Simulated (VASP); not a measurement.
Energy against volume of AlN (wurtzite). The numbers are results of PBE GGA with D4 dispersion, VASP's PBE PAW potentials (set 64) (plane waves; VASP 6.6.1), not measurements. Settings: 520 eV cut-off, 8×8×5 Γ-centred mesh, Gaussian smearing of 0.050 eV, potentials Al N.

Shape and ions are relaxed at each volume.

| V (Å³/atom) | E (eV/atom) |
|---|---|
| 9.763 | -7.72336 |
| 10.075 | -7.74340 |
| 10.386 | -7.74972 |
| 10.698 | -7.74420 |

**Question.** Fit these four points and predict the energy of the run at 11.010 Å³/atom.

**Answer.** A cubic in V^(−2/3), the third-order Birch-Murnaghan form, passes through the four points with V0 = 10.39 Å³/atom and B0 = 202 GPa, and gives -7.7284 eV/atom there. The run gave -7.7285 eV/atom, -0.1 meV/atom from the fit; all five points give B0 = 202 GPa.

The compound is AlN in the wurtzite structure. It was relaxed first.
